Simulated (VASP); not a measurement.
## ZrTiSi2 with LDA: from relaxation to properties

Aim: relax ZrTiSi2, then compute properties on the relaxed cell. The steps: rough relaxation of the start cell, full relaxation (LDA), single point with fields (LDA), bands along the symmetry lines (LDA), density of states (LDA), bands along the symmetry lines (TB-mBJ), volume scan with LDA, fit for LDA and bands along the symmetry lines (LDA), changed input. The cell is invented: it takes the structure of a Materials Project entry for ZrTiC2 (space group 166 there), with some of its atoms replaced by other elements, volume scaled by an estimate. It may not be a known or stable phase. The atoms of the start are displaced at random from the sites of a R-3m cell.

Program: VASP 6.6.1. Level of theory: LDA; plane waves and PAW (Zr_sv, Ti_sv, Si), in the first sound run; inputs show where later runs differ. Results are calculated unless marked as measured.

Most raw output is cut from this account.

## 1. The starting structure

Before any relaxation, the start is as follows. The structure is triclinic, space group P1 (No. 1). The conventional cell has a = 3.479 Å, b = 3.479 Å, c = 5.983 Å, α = 73.10°, β = 73.10°, γ = 60.00°. Zr has 6 Si at 2.48 to 2.52 Å nearest. Nearest to Ti lie 6 Si at 2.37 to 2.43 Å. Si has 3 Ti at 2.37 to 2.43 Å and 3 Zr at 2.48 to 2.51 Å nearest. Nearest to Si lie 3 Ti at 2.38 to 2.42 Å and 3 Zr at 2.51 to 2.52 Å. It derives from ZrTiC2. it takes the structure of a Materials Project entry for ZrTiC2 (space group 166 there), with some of its atoms replaced by other elements, volume scaled by an estimate. Farther neighbours are not listed.

## 2. Rough relaxation of the start cell

The start is only an estimate, so a cheap relaxation brings it near a minimum before any careful run. LDA, the lowest rung, knows the local density alone.

Contents of INCAR:

```
SYSTEM = ZrTiSi2
PREC = Normal
ENCUT = 400
EDIFF = 1E-05
NELM = 60
ISMEAR = -1
SIGMA = 0.05
LREAL = .FALSE.
ALGO = Fast
GGA = CA
NBANDS = 22
LORBIT = 11
LWAVE = .FALSE.
LCHARG = .FALSE.
KPAR = 2
IBRION = 2
NSW = 40
ISIF = 3
EDIFFG = -0.04
```

Contents of POSCAR:

```
ZrTiSi2
1.0
    1.7396200000      1.0043700000      5.6358760000
   -1.7396200000      1.0043700000      5.6358760000
    0.0000000000     -2.0087400000      5.6358760000
Zr Ti Si
1 1 2
Direct
    0.0001690000      0.0016950000     -0.0039240000
    0.5094620000      0.4959330000      0.4937030000
    0.2424440000      0.2433890000      0.2478460000
    0.7552420000      0.7602290000      0.7511660000
```

Contents of KPOINTS:

```
Automatic mesh
0
Gamma
6 6 6
0 0 0
```

Potentials, in the order of the species: Zr_sv, Ti_sv and Si (LDA family, release 64).

The run is started by

```bash
$ mpirun -np 2 vasp_std
```

Run time: 16 min. Hardware: 2 MPI ranks of Intel Xeon Platinum 8259CL at 2.50GHz (Skylake/Cascade Lake), shared host; peak memory 0.47 GiB; 31 min of CPU time.

The k-mesh is coarse for a metal. This relaxation is a rough one on cheap settings, only to bring the start near its minimum. After so large a change of volume the plane waves of the start cell no longer fit, so the final stress carries a basis-set error.

The steps of the relaxation:

```tsv
step	energy less that of the first step (eV)	largest force (eV/Å)	pressure (GPa)	volume (Å³)
1	0.0000	0.7841	24.53	59.08
2	0.0834	0.2634	-14.82	80.60
3	-0.6432	0.1706	-0.10	68.26
4	-0.6431	0.1630	-0.41	68.46
5	-0.6511	0.0780	-0.41	68.41
6	-0.6581	0.1320	-0.29	68.32
7	-0.6585	0.1857	-0.27	68.29
8	-0.6615	0.0661	0.41	67.90
9	-0.6616	0.0592	0.47	67.93
10	-0.6616	0.0641	-0.49	68.40
11	-0.6621	0.0541	-0.13	68.16
12	-0.6624	0.0129	-0.01	68.12
```

```tsv
cell as run	before	after	change
a (Å)	5.983	6.096	+1.9 %
b (Å)	5.983	6.096	+1.9 %
c (Å)	5.983	6.096	+1.9 %
α (°)	33.81	35.46	+4.9 %
β (°)	33.81	35.46	+4.9 %
γ (°)	33.81	35.45	+4.9 %
volume (Å³/atom)	14.77	17.03	+15.3 %
```

The atoms that moved most (Å, as changes of fractional coordinates times the final cell):

```tsv
atom	dx	dy	dz	length
Si3	0.005	0.019	-0.033	0.038
Si4	0.012	-0.006	0.024	0.028
Ti2	-0.022	-0.011	0.001	0.025
Zr1	0.005	-0.002	0.007	0.009
```

The relaxed structure:

```xyz
4
Lattice="1.8561 1.0722 5.7069 -1.8563 1.0722 5.7070 -0.0001 -2.1433 5.7067" Properties=species:S:1:pos:R:3 pbc="T T T"
Zr    0.0026    0.0082   -0.0043
Ti    0.0030    0.0090    8.5565
Si    0.0027    0.0084    4.1541
Si    0.0026    0.0091   12.9597
```

This step gave:

```
electrons                       : 32
bands                           : 22
irreducible k-points            : 112
symmetry operations             : 1
free energy (TOTEN)             : -32.24 eV
energy at zero smearing         : -32.23 eV
Fermi energy                    : 8.913 eV
pressure                        : -0.01017 GPa
metallic                        : yes
SCF cycles over all ionic steps : 237
```

It ends with a largest force of 0.013 eV/Å and a pressure of -0.01 GPa.

## 3. Full relaxation (LDA)

Properties are meant for the cell that this level of theory prefers, so cell and atoms are relaxed first (ISIF = 3) until forces and stress are small; EDIFFG sets the threshold.

Contents of INCAR:

```
SYSTEM = ZrTiSi2
PREC = Accurate
ENCUT = 400
EDIFF = 1E-06
NELM = 100
ISMEAR = -1
SIGMA = 0.05
LREAL = .FALSE.
ALGO = Normal
GGA = CA
NBANDS = 22
LORBIT = 11
LWAVE = .FALSE.
LCHARG = .FALSE.
KPAR = 2
IBRION = 2
NSW = 60
ISIF = 3
EDIFFG = -0.01
```

Contents of POSCAR:

```
ZrTiSi2
1.0
    1.8563033800      1.0717372600      5.7068918400
   -1.8563033800      1.0717372600      5.7068918400
    0.0000000000     -2.1434745100      5.7068918400
Zr Ti Si
1 1 2
Direct
    0.0000000000      0.0000000000      0.0000000000
    0.5000000000      0.5000000000      0.5000000000
    0.2428880980      0.2428880980      0.2428880980
    0.7571119020      0.7571119020      0.7571119020
```

KPOINTS is that of step 2.

The cell reached was symmetrised within 0.01 Å before this step, which raises the operations from 1 to 12, which the run then keeps.

The run is started by

```bash
$ mpirun -np 2 vasp_std
```

Elapsed: 1.7 min, on 2 MPI ranks; peak memory 0.42 GiB.

The run keeps the 12 symmetry operations of its start, so it cannot find a distortion of lower symmetry.

The steps of the relaxation:

```tsv
step	energy less that of the first step (eV)	largest force (eV/Å)	pressure (GPa)	volume (Å³)
1	0.0000	0.0193	0.13	68.12
2	-0.0001	0.0089	-0.12	68.26
3	-0.0001	0.0110	-0.10	68.23
4	-0.0002	0.0023	-0.07	68.22
5	-0.0002	0.0260	-0.03	68.19
6	-0.0002	0.0191	-0.04	68.20
7	-0.0003	0.0049	0.07	68.14
```

```tsv
conventional cell, symmetrised	before	after	change
a (Å)	3.713	3.721	+0.2 %
b (Å)	3.713	3.721	+0.2 %
c (Å)	17.121	17.048	-0.4 %
volume (Å³/atom)	17.03	17.03	+0.0 %
```

Final coordinates:

```xyz
4
Lattice="1.8605 1.0741 5.6828 -1.8605 1.0741 5.6828 0.0000 -2.1483 5.6828" Properties=species:S:1:pos:R:3 pbc="T T T"
Zr    0.0000    0.0000    0.0000
Ti    0.0000    0.0000    8.5242
Si    0.0000    0.0000    4.1373
Si    0.0000    0.0000   12.9111
```

This step gave:

- irreducible k-points: 32
- symmetry operations: 12
- free energy (TOTEN): -32.26 eV
- energy at zero smearing: -32.25 eV
- Fermi energy: 8.914 eV
- pressure: 0.06797 GPa
- SCF cycles over all ionic steps: 50

It ends with a largest force of 0.005 eV/Å and a pressure of 0.07 GPa.

## 4. Single point with fields (LDA)

A single point on the relaxed cell gives a clean self-consistent state, with density, ELF and potential written out.

INCAR: that of step 3 with these lines changed.

```diff
@@ -13,7 +13,5 @@
 LWAVE = .FALSE.
-LCHARG = .FALSE.
-KPAR = 2
-IBRION = 2
-NSW = 60
-ISIF = 3
-EDIFFG = -0.01
+LCHARG = .TRUE.
+ISIF = 2
+LELF = .TRUE.
+LVHAR = .TRUE.
```

Contents of POSCAR:

```
ZrTiSi2
1.0
    1.8604756746      1.0741461354      5.6827879769
   -1.8604756746      1.0741461354      5.6827879769
    0.0000000000     -2.1482922608      5.6827879769
Zr Ti Si
1 1 2
Direct
    0.0000000000      0.0000000000      0.0000000000
    0.5000000000      0.5000000000      0.5000000000
    0.2426801816      0.2426801816      0.2426801816
    0.7573198184      0.7573198184      0.7573198184
```

KPOINTS is that of step 3.

The run is started by

```bash
$ mpirun -np 2 vasp_std
```

Wall time 30 s (2 MPI ranks); peak memory 0.33 GiB; 57 s of CPU time.

This step gave:

| Property | Result |
| --- | --- |
| SCF cycles | 14 |
| Fermi energy | 8.915 eV |
| pressure | 0.06923 GPa |

Valence electrons inside each PAW sphere by angular momentum. Sphere charges, by row:

```tsv
atom	s (e)	p (e)	d (e)	tot (e)
Zr1	2.162	5.984	1.783	9.929
Ti2	2.175	6.139	2.074	10.39
Si3	0.813	0.972	0	1.785
Si4	0.813	0.972	0	1.785
```

Electrostatic potential energy in the ac plane at fractional y = 0.000, with atoms of Zr within 0.2 Å of it. With pseudopotentials it is smooth inside the atoms' cores, unlike the true potential.

Values in eV, 9 rows by 16 columns, each cell a mean:
```
-60 -63 -55 -27  -5   0   0   0   0   2   2   3   2  -2 -17 -45
-19 -39 -48 -42 -20  -5  -2  -4  -6  -5  -2   1   3   3   1  -4
  1  -3  -9 -14 -13  -5  -2  -3  -7 -14 -14  -7  -2   2   3   3
  2   0  -2  -3  -3  -1   0   1   0  -5 -12 -15  -9  -3   1   2
  2   1  -3  -7  -8  -5  -1   1   2   1  -1  -4  -6  -5  -2   1
  2   2   0  -4 -11 -17 -13  -5  -1   0  -1  -3  -3  -3  -1   1
  1   3   3   2  -2  -7 -12 -11  -6  -2  -3 -11 -22 -22 -13  -4
-22  -5   1   3   3   1  -1  -3  -4  -3  -2  -7 -29 -51 -56 -44
-61 -45 -17  -2   2   3   2   2   1   1   1   0  -7 -31 -57 -63
```
Columns run along a (6.1 Å; values clipped at the 3rd and 97th percentile), rows up along c (6.1 Å). Atoms in or near the plane, at fractional coordinates: Zr at (0.00, 0.00).

Valence density in the ac plane at fractional y = 0.000, with atoms of Zr within 0.2 Å of it. It is the smooth field of the valence electrons, not physical close to the nuclei.

Values in e/Å³, 9 rows by 16 columns, each cell a mean:
```
4.3 4.8 3.1 1.0 0.3 0.2 0.2 0.2 0.2 0.2 0.2 0.1 0.1 0.2 0.6 2.3
0.8 1.8 2.4 1.7 0.7 0.3 0.3 0.3 0.4 0.3 0.3 0.2 0.1 0.1 0.1 0.2
0.2 0.3 0.4 0.5 0.5 0.3 0.2 0.3 0.4 0.4 0.4 0.4 0.2 0.2 0.1 0.1
0.2 0.2 0.3 0.3 0.3 0.2 0.2 0.2 0.2 0.3 0.4 0.4 0.4 0.3 0.2 0.2
0.2 0.2 0.3 0.4 0.4 0.3 0.3 0.2 0.2 0.2 0.3 0.3 0.4 0.4 0.3 0.2
0.2 0.2 0.2 0.3 0.4 0.4 0.4 0.3 0.2 0.2 0.2 0.3 0.3 0.3 0.3 0.2
0.2 0.1 0.1 0.2 0.2 0.4 0.4 0.4 0.4 0.3 0.3 0.4 0.7 0.8 0.6 0.3
0.9 0.2 0.1 0.1 0.1 0.2 0.2 0.3 0.3 0.3 0.3 0.4 1.1 2.5 3.2 2.3
4.5 2.3 0.6 0.2 0.1 0.2 0.2 0.2 0.2 0.2 0.2 0.2 0.3 1.3 3.6 5.2
```
Columns run along a (6.1 Å), rows up along c (6.1 Å). Atoms in or near the plane, at fractional coordinates: Zr at (0.00, 0.00).

ELF in the ac plane at fractional y = 0.000, with atoms of Zr within 0.2 Å of it. It is the smooth field of the valence electrons, not physical close to the nuclei.

Values, 9 rows by 16 columns, each cell a mean:
```
0.74 0.76 0.77 0.47 0.26 0.48 0.65 0.65 0.57 0.46 0.38 0.34 0.25 0.14 0.29 0.64
0.35 0.61 0.73 0.68 0.39 0.30 0.58 0.75 0.76 0.71 0.58 0.38 0.24 0.20 0.18 0.17
0.40 0.35 0.33 0.33 0.25 0.16 0.30 0.62 0.76 0.76 0.75 0.70 0.54 0.34 0.29 0.36
0.54 0.67 0.68 0.59 0.45 0.31 0.24 0.36 0.61 0.74 0.76 0.76 0.75 0.67 0.49 0.41
0.45 0.58 0.72 0.77 0.77 0.73 0.64 0.48 0.38 0.44 0.59 0.70 0.76 0.76 0.70 0.55
0.47 0.37 0.48 0.67 0.75 0.76 0.76 0.74 0.57 0.29 0.18 0.25 0.38 0.51 0.61 0.60
0.31 0.29 0.25 0.33 0.53 0.70 0.75 0.77 0.75 0.56 0.25 0.23 0.40 0.44 0.35 0.28
0.37 0.15 0.16 0.21 0.26 0.39 0.57 0.70 0.75 0.72 0.51 0.28 0.52 0.77 0.78 0.66
0.73 0.65 0.29 0.17 0.32 0.41 0.43 0.47 0.53 0.59 0.58 0.39 0.23 0.51 0.77 0.73
```
Columns run along a (6.1 Å), rows up along c (6.1 Å). Atoms in or near the plane, at fractional coordinates: Zr at (0.00, 0.00).

In this run the pressure is 0.07 GPa, small enough to go on.

## 5. Bands along the symmetry lines (LDA)

The mesh alone shows little of the dispersion and can miss band extrema, so KPOINTS_OPT adds a path through the symmetry points after the self-consistent cycle.

Contents of INCAR:

```
SYSTEM = ZrTiSi2
PREC = Accurate
ENCUT = 400
EDIFF = 1E-06
NELM = 100
ISMEAR = -1
SIGMA = 0.05
LREAL = .FALSE.
ALGO = Normal
GGA = CA
NBANDS = 30
LORBIT = 11
LWAVE = .FALSE.
LCHARG = .FALSE.
KPAR = 2
```

POSCAR is that of step 4.

KPOINTS is that of step 4.

Contents of KPOINTS_OPT:

```
Line mode
16
Line-mode
Reciprocal
  0.00000000   0.00000000   0.00000000 GAMMA
  0.50000000   0.00000000   0.00000000 L

  0.50000000   0.00000000   0.00000000 L
  0.50000000   0.19048507  -0.19048507 B1

  0.80951493   0.50000000   0.19048507 B
  0.50000000   0.50000000   0.50000000 Z

  0.50000000   0.50000000   0.50000000 Z
  0.00000000   0.00000000   0.00000000 GAMMA

  0.00000000   0.00000000   0.00000000 GAMMA
  0.34524253   0.00000000  -0.34524253 X

  0.65475747   0.34524253   0.00000000 Q
  0.50000000   0.50000000   0.00000000 F

  0.50000000   0.50000000   0.00000000 F
  0.65475747   0.65475747   0.19048507 P1

  0.65475747   0.65475747   0.19048507 P1
  0.50000000   0.50000000   0.50000000 Z

  0.50000000   0.00000000   0.00000000 L
  0.80951493   0.34524253   0.34524253 P
```

The run is started by

```bash
$ mpirun -np 2 vasp_std
```

The job ended after 1.9 min (2 MPI ranks; peak memory 0.48 GiB; 3.9 min of CPU time).

This step gave:

| Item | Value |
| --- | --- |
| bands | 30 |
| pressure | 0.05798 GPa |

The electronic bands at the labelled points (eV, zero at the Fermi level; # counts the bands kept):

```tsv
point	#5	#6	#7	#8	#9	#10	#11	#12
Γ	-2.38	-0.31	-0.31	0.31	0.53	0.53	2.42	2.42
0.47 of the way	-2.02	-1.73	-1.17	-0.76	0.52	0.88	1.96	2.04
L	-2.81	-2.05	-1.61	-1.25	1.12	1.42	1.48	1.70
0.53 of the way	-2.72	-2.70	-1.60	-1.42	1.22	1.56	1.76	2.24
B1	-2.91	-2.55	-1.26	-1.16	0.65	1.38	1.67	2.47
jump to B	-2.91	-2.55	-1.26	-1.16	0.65	1.38	1.67	2.47
0.53 of the way	-1.96	-1.71	-1.19	-1.09	0.31	0.64	1.73	1.74
Z	-1.60	-1.60	-1.27	-1.27	0.55	0.55	1.10	1.10
0.47 of the way	-2.11	-0.51	-0.51	-0.37	0.15	0.15	1.80	1.80
Γ	-2.38	-0.31	-0.31	0.31	0.53	0.53	2.42	2.42
0.47 of the way	-2.19	-1.87	-1.68	-1.07	0.64	1.26	1.98	2.07
X	-2.98	-2.55	-1.46	-1.07	0.66	1.53	1.69	2.39
jump to Q	-2.98	-2.55	-1.46	-1.07	0.66	1.53	1.69	2.39
0.47 of the way	-2.65	-2.29	-1.51	-0.31	0.07	1.55	1.59	2.65
F	-2.13	-2.04	-1.63	0.01	0.86	1.18	1.65	1.89
0.47 of the way	-2.11	-2.04	-1.65	-0.05	0.82	1.19	1.65	1.93
P1	-2.07	-2.03	-1.75	-0.22	0.72	1.23	1.67	2.06
0.53 of the way	-1.77	-1.64	-1.46	-0.83	0.17	0.71	1.37	1.81
Z	-1.60	-1.60	-1.27	-1.27	0.55	0.55	1.10	1.10
jump to L	-2.81	-2.05	-1.61	-1.25	1.12	1.42	1.48	1.70
0.47 of the way	-2.42	-1.99	-1.84	-0.87	0.79	1.43	1.66	1.97
P	-2.07	-2.03	-1.75	-0.22	0.72	1.23	1.67	2.06
```

Of the projections kept (Zr, Ti, Si), the largest for each band there; the rest of the weight can lie on other orbitals:

```tsv
point	#5	#6	#7	#8	#9	#10	#11	#12
Γ	Ti 0.40	Ti 0.61	Ti 0.61	Ti 0.60	Ti 0.54	Ti 0.54	Zr 0.54	Zr 0.54
L	Zr 0.58	Ti 0.60	Zr 0.56	Ti 0.69	Ti 0.83	Zr 0.77	Ti 1.00	Ti 0.98
B1	Si 0.43	Zr 0.46	Ti 0.35	Ti 0.49	Ti 0.83	Ti 0.55	Ti 0.90	Zr 0.66
B	Si 0.43	Zr 0.46	Ti 0.35	Ti 0.49	Ti 0.83	Ti 0.55	Ti 0.90	Zr 0.66
Z	Ti 0.74	Ti 0.74	Zr 0.73	Zr 0.73	Ti 0.99	Ti 0.99	Zr 0.98	Zr 0.98
Γ	Ti 0.40	Ti 0.61	Ti 0.61	Ti 0.60	Ti 0.54	Ti 0.54	Zr 0.54	Zr 0.54
```

There is no gap at this level.

Of the bands kept, 2 cross the Fermi level on this path.

## 6. Density of states (LDA)

A density of states needs more k-points than a total energy; ISMEAR = -5 takes tetrahedra, and LORBIT projects the states on the PAW spheres. The mesh is finer than in the run before.

INCAR: that of step 5 with these lines changed.

```diff
@@ -5,3 +5,3 @@
 NELM = 100
-ISMEAR = -1
+ISMEAR = -5
 SIGMA = 0.05
@@ -15 +15,2 @@
 KPAR = 2
+NEDOS = 2001
```

POSCAR is that of step 5.

Contents of KPOINTS:

```
Automatic mesh
0
Gamma
9 9 9
0 0 0
```

The run is started by

```bash
$ mpirun -np 2 vasp_std
```

It took 91 s on 2 MPI ranks; peak memory 0.52 GiB.

With tetrahedra the forces and stress of a metal are not exact derivatives of the energy.

This step gave:

```
SCF cycles             : 15
irreducible k-points   : 85
free energy (TOTEN)    : -32.24 eV
Fermi energy           : 8.921 eV
pressure               : 0.1564 GPa
DOS at the Fermi level : 0.6491 states/eV/cell
```

The density of states has structure finer than the step of the table below, so its rows give means over 0.5 eV, whole bins alone (the curve runs from -12.0 to 3.04 eV). Peaks (eV: height): total -7.08: 5.78, -2.09: 4.83, -1.65: 5.64, 1.57: 8.37; Ti d -1.65: 1.25, 1.57: 5.63, 2.38: 1.65; Zr d -1.65: 0.945, 1.50: 0.995, 2.38: 1.65, 2.67: 1.24; Si p -3.12: 0.623, -2.09: 0.710, -1.65: 0.926, -1.36: 0.8; Ti p -7.08: 0.0963, -3.12: 0.117, -2.83: 0.102, -2.53: 0.0909.

States under -12.0 eV and over 3.0 eV are left out. Table of density of states by energy, zero at the Fermi level; means over each step; 7 of 9 lines; values in states/eV/cell:

```tsv
energy (eV)	total	Ti d	Zr d	Si p	Ti p	Ti s	Zr s
-10.5	0	0	0	0	0	0	0
-10.0	0.119	9.1e-5	2.1e-5	4.8e-4	3.8e-4	0.00695	0.00536
-9.5	0.374	5.7e-4	6.8e-4	0.00294	0.00256	0.0211	0.0141
-9.0	0.586	0.00171	0.00353	0.00655	0.00663	0.0316	0.0156
-8.5	0.740	0.00408	0.0110	0.00920	0.0133	0.0298	0.0176
-8.0	1.22	0.0157	0.0370	0.0134	0.0271	0.0279	0.0278
-7.5	1.96	0.0554	0.0819	0.0153	0.0404	0.0196	0.0340
-7.0	2.85	0.130	0.113	0.0123	0.0480	0.0118	0.0187
-6.5	0.146	0.00312	0.00418	8.1e-4	0.00385	3.5e-4	7.0e-4
-6.0	0	0	0	0	0	0	0
-5.5	0	0	0	0	0	0	0
-5.0	0.150	0.00840	0.00940	0.0235	9.9e-4	0.00677	0.00767
-4.5	0.751	0.0479	0.0489	0.119	0.00785	0.0282	0.0347
-4.0	1.73	0.130	0.133	0.280	0.0236	0.0509	0.0655
-3.5	2.58	0.173	0.251	0.445	0.0497	0.0654	0.0448
-3.0	2.52	0.212	0.232	0.425	0.0748	0.0240	0.0161
-2.5	3.56	0.477	0.515	0.525	0.0791	0.0158	0.00891
-2.0	3.98	0.801	0.657	0.607	0.0433	0.00917	0.00948
-1.5	4.50	1.08	0.752	0.738	0.0275	0.00905	0.0177
-1.0	2.56	0.627	0.440	0.404	0.0231	0.00585	0.00671
-0.5	1.49	0.366	0.253	0.218	0.0222	0.00298	0.00260
0.0	0.902	0.296	0.159	0.0817	0.0112	0.00168	8.4e-4
0.5	2.42	0.900	0.377	0.199	0.0293	0.0157	0.00558
1.0	2.97	1.32	0.524	0.149	0.0218	0.0229	0.0106
1.5	5.41	3.07	0.797	0.159	0.0329	0.0548	0.0217
2.0	2.16	0.870	0.606	0.0849	0.0219	0.0188	0.0126
2.5	3.93	1.38	1.25	0.180	0.0333	0.0399	0.0548
```

The finer mesh and the other smearing move the Fermi level by +0.01 eV from the 6×6×6 run, a small shift, which tests the Fermi level alone. Of the states within 0.3 eV of the Fermi level, the largest shares in the PAW spheres are Ti d 33 %, Zr d 17 % and Si p 9 %. The rest lies in smaller channels or between the spheres.

(Continued in part 2 of 2.)

[Lines on the potential files, build, host, timing and source positions are cut from VASP's logs without a mark.]

[Logs are printed without paths, hosts, clocks, repeated set-up lines and the standing remarks that a program may print on its own settings, such as how far it seeks lower states.]

[Hosts, paths, dates, database ids (printed as entryN), source tags and the programs' standing remarks are cut or masked in the printed files.]

[A measured line is paired with the nearest computed mode of its activity, which favours agreement.]
